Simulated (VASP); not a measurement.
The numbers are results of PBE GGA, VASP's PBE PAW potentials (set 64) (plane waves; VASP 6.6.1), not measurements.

Gaps are without spin-orbit coupling.

```json
{
 "volume_per_atom": "29.24 Å³/atom",
 "band gap (over mesh and band path)": "0.97 eV",
 "smallest direct gap (over mesh and band path)": "1.14 eV",
 "hill_bulk_modulus": "10.2 GPa",
 "hill_shear_modulus": "6.9 GPa"
}
```

Which relaxed crystal gives these values?
A) BN, P6_3/mmc (194)
B) Se, P3_121 (152)
C) MgTe, P6_3mc (186)
D) KMgF3, Pm-3m (221)

B, Se, P3_121 (152)
